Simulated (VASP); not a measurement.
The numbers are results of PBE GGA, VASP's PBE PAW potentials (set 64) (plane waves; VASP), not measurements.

Input for VASP

### KPOINTS
```
K-points
0
G
  13 13 10
0 0 0
```

### INCAR
```
! general
SYSTEM   =  CuAu
PREC     =  Accurate
ENCUT    =  500
LREAL    =  .False.
LASPH    =  .True.

! electronic loop
EDIFF    =  1E-6
NELM     =  100
ALGO     =  Normal
LMAXMIX  =  6

! smearing
ISMEAR   =  1
SIGMA    =  0.1

! functional
GGA      =  PE

! ions
IBRION   =  2
NSW      =  40
ISIF     =  3
EDIFFG   =  -0.02
PSTRESS  =  100

! output
LWAVE    =  .False.
LCHARG   =  .False.
```

### POSCAR
```
CuAu
1.0
  2.8009448431   0.0000000000   0.0000000000
  0.0000000000   2.8009448431   0.0000000000
  0.0000000000   0.0000000000   3.7008459539
Cu Au
1 1
direct
  0.0000000000   0.0000000000   0.0000000000
  0.5000000000   0.5000000000   0.5000000000
```

POTCAR, in this order: Cu Au (PBE.64 set). Program: vasp_std.

Output

### OUTCAR
```
 ion  position               nearest neighbor table
   1  0.000  0.000  0.000-   2 2.71   2 2.71   2 2.71   2 2.71   2 2.71   2 2.71   2 2.71   2 2.71
  LATTYP: Found a simple tetragonal cell.
 ALAT       =     2.8009448431
 C/A-ratio  =     1.3212848382
 Subroutine PRICEL returns:
 Original cell was already a primitive cell.
 Subroutine GETGRP returns: Found 16 space group operations
The static configuration has the point symmetry D_4h.
The dynamic configuration has the point symmetry D_4h.
 Subroutine INISYM returns: Found 16 space group operations
 Subroutine IBZKPT returns following result:
 Found    168 irreducible k-points:

 Following reciprocal coordinates:
            Coordinates               Weight
  0.000000  0.000000  0.000000      1.000000
  0.076923  0.000000  0.000000      4.000000
  0.153846  0.000000  0.000000      4.000000
  0.230769  0.000000  0.000000      4.000000
  0.307692  0.000000  0.000000      4.000000
  0.384615  0.000000  0.000000      4.000000
  0.461538  0.000000  0.000000      4.000000
  0.076923  0.076923  0.000000      4.000000
  0.153846  0.076923  0.000000      8.000000
...
```

### OSZICAR
```
       N       E                     dE             d eps       ncg     rms          rms(c)
DAV:   1     0.129636631206E+03    0.12964E+03   -0.11256E+04  5245   0.203E+03
DAV:   2    -0.358271313696E+01   -0.13322E+03   -0.12700E+03  5145   0.329E+02
DAV:   3    -0.797854284328E+01   -0.43958E+01   -0.42981E+01  6413   0.700E+01
DAV:   4    -0.802505046315E+01   -0.46508E-01   -0.46497E-01  5720   0.610E+00
DAV:   5    -0.802638935987E+01   -0.13389E-02   -0.13389E-02  7568   0.115E+00    0.116E+01
DAV:   6    -0.747598438247E+01    0.55040E+00   -0.82347E+00  5145   0.835E+01    0.552E+00
DAV:   7    -0.711287103071E+01    0.36311E+00   -0.31852E+00  6203   0.886E+01    0.579E+00
DAV:   8    -0.705400111540E+01    0.58870E-01   -0.28068E-01  6727   0.139E+01    0.274E+00
DAV:   9    -0.704729835624E+01    0.67028E-02   -0.19676E-02  7823   0.311E+00    0.115E-01
DAV:  10    -0.704703350199E+01    0.26485E-03   -0.23379E-03  6506   0.686E-01    0.704E-02
DAV:  11    -0.704703804239E+01   -0.45404E-05   -0.55020E-05  5803   0.777E-02    0.450E-02
DAV:  12    -0.704703264519E+01    0.53972E-05   -0.51450E-06  6268   0.810E-02    0.287E-03
DAV:  13    -0.704703247700E+01    0.16818E-06   -0.45906E-07  3193   0.176E-02
   1 F= -.52348600E+01 E0= -.52348898E+01  d E =-.523486E+01
       N       E                     dE             d eps       ncg     rms          rms(c)
DAV:   1    -0.852833239174E+01   -0.14813E+01   -0.23583E+01  5120   0.995E+01    0.106E+01
DAV:   2    -0.785050289914E+01    0.67783E+00   -0.16585E+01  5109   0.123E+02    0.606E+00
DAV:   3    -0.692784136456E+01    0.92266E+00   -0.42899E+00  6207   0.111E+02    0.231E+00
DAV:   4    -0.692518988799E+01    0.26515E-02   -0.21526E-01  5986   0.535E+00    0.149E+00
DAV:   5    -0.691699075238E+01    0.81991E-02   -0.61525E-02  7664   0.783E+00    0.373E-01
DAV:   6    -0.691484234952E+01    0.21484E-02   -0.18168E-02  7165   0.476E+00    0.106E-01
DAV:   7    -0.691480652637E+01    0.35823E-04   -0.21049E-03  6123   0.163E+00    0.755E-02
DAV:   8    -0.691474988302E+01    0.56643E-04   -0.31372E-04  5988   0.633E-01    0.760E-03
DAV:   9    -0.691474988694E+01   -0.39172E-08   -0.14300E-05  7980   0.622E-02    0.498E-03
DAV:  10    -0.691474979923E+01    0.87711E-07   -0.21996E-07  2989   0.120E-02
   2 F= -.52192235E+01 E0= -.52192448E+01  d E =0.156365E-01
       N       E                     dE             d eps       ncg     rms          rms(c)
DAV:   1    -0.754910319912E+01   -0.63435E+00   -0.88567E+00  5174   0.653E+01    0.536E+00
DAV:   2    -0.716292417839E+01    0.38618E+00   -0.31831E+00  5069   0.605E+01    0.260E+00
DAV:   3    -0.705709297032E+01    0.10583E+00   -0.15254E+00  5484   0.382E+01    0.250E+00
DAV:   4    -0.702012586723E+01    0.36967E-01   -0.86927E-02  6438   0.117E+01    0.133E+00
DAV:   5    -0.701307676647E+01    0.70491E-02   -0.45596E-02  7052   0.759E+00    0.401E-01
DAV:   6    -0.701192713733E+01    0.11496E-02   -0.68807E-03  7749   0.249E+00    0.452E-02
DAV:   7    -0.701192121998E+01    0.59173E-05   -0.25388E-04  7760   0.356E-01    0.117E-02
DAV:   8    -0.701191967581E+01    0.15442E-05   -0.10688E-05  7846   0.472E-02    0.285E-03
DAV:   9    -0.701191965295E+01    0.22858E-07   -0.14802E-06  2877   0.433E-02
   3 F= -.52471701E+01 E0= -.52471662E+01  d E =-.123101E-01
       N       E                     dE             d eps       ncg     rms          rms(c)
DAV:   1    -0.701060588815E+01    0.13138E-02   -0.45025E-03  5197   0.142E+00    0.129E-01
DAV:   2    -0.701042832914E+01    0.17756E-03   -0.21614E-03  5104   0.147E+00    0.692E-02
DAV:   3    -0.701033440452E+01    0.93925E-04   -0.88473E-04  5470   0.108E+00    0.485E-02
DAV:   4    -0.701032196241E+01    0.12442E-04   -0.42787E-05  6960   0.207E-01    0.252E-02
DAV:   5    -0.701032015178E+01    0.18106E-05   -0.11657E-05  6857   0.105E-01    0.604E-03
DAV:   6    -0.701031973307E+01    0.41870E-06   -0.10834E-06  2709   0.317E-02
   4 F= -.52471733E+01 E0= -.52471693E+01  d E =-.123133E-01
       N       E                     dE             d eps       ncg     rms          rms(c)
DAV:   1    -0.701044673773E+01   -0.12659E-03   -0.88527E-03  5600   0.896E-01    0.863E-02
DAV:   2    -0.701033291282E+01    0.11382E-03   -0.13962E-04  7250   0.288E-01    0.508E-02
DAV:   3    -0.701028908434E+01    0.43828E-04   -0.11888E-04  6791   0.358E-01    0.301E-02
DAV:   4    -0.701027571987E+01    0.13364E-04   -0.66492E-05  6293   0.283E-01    0.690E-03
DAV:   5    -0.701027567433E+01    0.45540E-07   -0.18362E-06  3268   0.325E-02
   5 F= -.52472290E+01 E0= -.52472387E+01  d E =-.557877E-04
```

**OUTCAR**
```
------------------------ aborting loop because EDIFF is reached ----------------------------------------
  FORCE on cell =-STRESS in cart. coord.  units (eV):
  Direction    XX          YY          ZZ          XY          YZ          ZX
  --------------------------------------------------------------------------------------
  Total        1.7988825      1.7988825      1.7506039      0.0000000      0.0000000      0.0000000
  in kB      102.0326080    102.0326080     99.2942488      0.0000000      0.0000000      0.0000000
  external PRESSURE =       1.1198216 kB  Pullay stress =     100.0000000 kB
  volume of cell :       28.25
      direct lattice vectors                 reciprocal lattice vectors
     2.776982074  0.000000000 -0.000000000     0.360103153 -0.000000000 -0.000000000
     0.000000000  2.776982074 -0.000000000    -0.000000000  0.360103153 -0.000000000
     0.000000000  0.000000000  3.662926717     0.000000000  0.000000000  0.273005735
 POSITION                                       TOTAL-FORCE (eV/Angst)
 -----------------------------------------------------------------------------------
      2.77698      2.77698     -0.00000        -0.000000      0.000000      0.000000
      1.38849      1.38849      1.83146         0.000000     -0.000000      0.000000
 -----------------------------------------------------------------------------------
    total drift:                               -0.000000      0.000000     -0.000000
  FREE ENERGIE OF THE ION-ELECTRON SYSTEM (eV)
  ---------------------------------------------------
  free  energy   TOTEN  =        -7.0102756743 eV

  energy  without entropy=       -7.0103046762  energy(sigma->0) =       -7.01028534
  enthalpy is  TOTEN    =        -5.2472290386 eV   P V=        1.7630466357

 reached required accuracy - stopping structural energy minimisation
```
(Selected blocks of OUTCAR.)

CONTCAR:
```
CuAu
   1.00000000000000
     2.7769820744042542    0.0000000000000000   -0.0000000000000000
     0.0000000000000000    2.7769820744042542   -0.0000000000000000
     0.0000000000000000    0.0000000000000000    3.6629267172309370
  Cu              Au
     1     1
Direct
     1.0000000000000000    1.0000000000000000    0.0000000000000000
     0.5000000000000000    0.5000000000000000    0.5000000000000000
```

Energy and stress use the plane-wave basis of the starting cell.

The compound is CuAu in the L1_0 structure. This run relaxes it under an external pressure of 10 GPa. Symmetry was kept, so distortions that lower it aren't found.
